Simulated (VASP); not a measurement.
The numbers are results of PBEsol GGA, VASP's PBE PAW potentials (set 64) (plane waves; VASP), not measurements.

Input for VASP

KPOINTS:
```
kpoints
0
G
7 7 7
0 0 0
```

### INCAR
```
! general
SYSTEM =SnTe
PREC   =Accurate
ENCUT  =500   ! plane-wave cut-off (eV)
LREAL  =.FALSE.   ! projection in real space or not
LASPH  =.TRUE.

! electronic loop
EDIFF  =1E-6
NELM   =100
ALGO   =Normal   ! blocked Davidson
LMAXMIX=4   ! l cut-off of mixed one-centre charges

! smearing
ISMEAR =0
SIGMA  =0.05   ! width (eV)

! functional
GGA    =PS   ! PBEsol

! ions
IBRION =2   ! conjugate gradients
NSW    =40   ! most ionic steps
ISIF   =3
EDIFFG =-0.02   ! ionic stop
PSTRESS=50   ! kbar

! output
LWAVE  =.FALSE.
LCHARG =.FALSE.
```

**POSCAR**
```
SnTe
1
    0.0000000000     3.5436923965     3.5436923965
    3.5436923965     0.0000000000     3.5436923965
    3.5436923965     3.5436923965     0.0000000000
Sn Te
1 1
Direct
  0.0000000000   0.0000000000   0.0000000000
  0.2500000000   0.2500000000   0.2500000000
```

POTCAR, in this order: Sn_d Te (PBE.64 set). Program: vasp_std.

Output

OSZICAR:
```
       N       E                     dE             d eps       ncg     rms          rms(c)
DAV:   1     0.116810086828E+03    0.11681E+03   -0.91006E+03   566   0.136E+03
DAV:   2     0.316002961591E+01   -0.11365E+03   -0.11230E+03   572   0.329E+02
DAV:   3    -0.744263771924E+01   -0.10603E+02   -0.10519E+02   716   0.979E+01
DAV:   4    -0.774273718212E+01   -0.30010E+00   -0.30000E+00   632   0.181E+01
DAV:   5    -0.775478339411E+01   -0.12046E-01   -0.12046E-01   846   0.338E+00    0.518E+00
DAV:   6    -0.763134620898E+01    0.12344E+00   -0.32069E-01   686   0.351E+00    0.336E+00
DAV:   7    -0.762406825974E+01    0.72779E-02   -0.77793E-02   644   0.129E+00    0.973E-01
DAV:   8    -0.762381657383E+01    0.25169E-03   -0.10009E-02   674   0.790E-01    0.249E-01
DAV:   9    -0.762431979867E+01   -0.50322E-03   -0.19284E-03   620   0.313E-01    0.754E-02
DAV:  10    -0.762435164375E+01   -0.31845E-04   -0.23687E-04   706   0.111E-01    0.407E-02
DAV:  11    -0.762447095192E+01   -0.11931E-03   -0.25979E-04   632   0.869E-02    0.454E-02
DAV:  12    -0.762446748924E+01    0.34627E-05   -0.13651E-05   698   0.235E-02    0.219E-02
DAV:  13    -0.762446808592E+01   -0.59669E-06   -0.47800E-06   656   0.113E-02
   1 F= -.48469463E+01 E0= -.48468233E+01  d E =-.484695E+01
       N       E                     dE             d eps       ncg     rms          rms(c)
DAV:   1    -0.152574347531E+02   -0.76330E+01   -0.14234E+02   692   0.154E+02    0.181E+01
DAV:   2    -0.851207792144E+01    0.67454E+01   -0.16999E+01   686   0.899E+01    0.638E+00
DAV:   3    -0.735954722917E+01    0.11525E+01   -0.29137E+00   692   0.249E+01    0.186E+00
DAV:   4    -0.728809833153E+01    0.71449E-01   -0.19875E-01   852   0.400E+00    0.183E+00
DAV:   5    -0.727707059800E+01    0.11028E-01   -0.66293E-03   804   0.657E-01    0.102E+00
DAV:   6    -0.726961717202E+01    0.74534E-02   -0.73773E-03   838   0.776E-01    0.172E-01
DAV:   7    -0.726960760849E+01    0.95635E-05   -0.43767E-04   700   0.281E-01    0.329E-02
DAV:   8    -0.726961843607E+01   -0.10828E-04   -0.69376E-05   620   0.899E-02    0.511E-02
DAV:   9    -0.726961627093E+01    0.21651E-05   -0.12914E-05   730   0.515E-02    0.172E-02
DAV:  10    -0.726961659847E+01   -0.32754E-06   -0.19082E-06   444   0.151E-02
   2 F= -.50126310E+01 E0= -.50116224E+01  d E =-.165685E+00
       N       E                     dE             d eps       ncg     rms          rms(c)
DAV:   1    -0.812438594285E+01   -0.85477E+00   -0.15629E+01   692   0.720E+01    0.504E+00
DAV:   2    -0.759716398870E+01    0.52722E+00   -0.89940E-01   686   0.164E+01    0.200E+00
DAV:   3    -0.746671959022E+01    0.13044E+00   -0.34532E-01   696   0.922E+00    0.400E-01
DAV:   4    -0.746094170162E+01    0.57779E-02   -0.15228E-02   840   0.121E+00    0.509E-01
DAV:   5    -0.745884146136E+01    0.21002E-02   -0.99894E-04   826   0.280E-01    0.167E-01
DAV:   6    -0.745867047787E+01    0.17098E-03   -0.51487E-04   674   0.364E-01    0.240E-02
DAV:   7    -0.745867276400E+01   -0.22861E-05   -0.14459E-05   602   0.373E-02    0.204E-02
DAV:   8    -0.745867481938E+01   -0.20554E-05   -0.69909E-06   626   0.298E-02    0.613E-03
DAV:   9    -0.745867495887E+01   -0.13949E-06   -0.20026E-07   346   0.326E-03
   3 F= -.50558664E+01 E0= -.50546718E+01  d E =-.208920E+00
```

### OUTCAR
```
------------------------ aborting loop because EDIFF is reached ----------------------------------------
  FORCE on cell =-STRESS in cart. coord.  units (eV):
  Direction    XX          YY          ZZ          XY          YZ          ZX
  --------------------------------------------------------------------------------------
  Total        2.3906331      2.3906331      2.3906331      0.0000000      0.0000000     -0.0000000
  in kB       49.7466405     49.7466405     49.7466405      0.0000000      0.0000000     -0.0000000
  external PRESSURE =      -0.2533595 kB  Pullay stress =      50.0000000 kB
  volume of cell :       76.99
      direct lattice vectors                 reciprocal lattice vectors
     0.000000000  3.376576427  3.376576427    -0.148078982  0.148078982  0.148078982
     3.376576427  0.000000000  3.376576427     0.148078982 -0.148078982  0.148078982
     3.376576427  3.376576427 -0.000000000     0.148078982  0.148078982 -0.148078982
 POSITION                                       TOTAL-FORCE (eV/Angst)
 -----------------------------------------------------------------------------------
      0.00000      0.00000      0.00000        -0.000000     -0.000000     -0.000000
      1.68829      1.68829      1.68829         0.000000      0.000000      0.000000
 -----------------------------------------------------------------------------------
    total drift:                               -0.000000     -0.000000     -0.000000
  FREE ENERGIE OF THE ION-ELECTRON SYSTEM (eV)
  ---------------------------------------------------
  free  energy   TOTEN  =        -7.4586749589 eV

  energy  without entropy=       -7.4562857294  energy(sigma->0) =       -7.45748034
  enthalpy is  TOTEN    =        -5.0558664008 eV   P V=        2.4028085581

 reached required accuracy - stopping structural energy minimisation
```
(Selected blocks of OUTCAR.)

### CONTCAR
```
SnTe
   1.00000000000000
     0.0000000000000000    3.3765764268052054    3.3765764268052054
     3.3765764268052054    0.0000000000000000    3.3765764268052054
     3.3765764268052054    3.3765764268052054   -0.0000000000000000
  Sn              Te
     1     1
Direct
     0.0000000000000000    0.0000000000000000    0.0000000000000000
     0.2500000000000000    0.2500000000000000    0.2500000000000000
```

Energy and stress use the plane-wave basis of the starting cell.

The structure was generated: SnTe was put into the zinc blende type (F-43m), which need not be its known phase. This run relaxes it under an external pressure of 5 GPa. Symmetry was kept, so distortions that lower it aren't found.
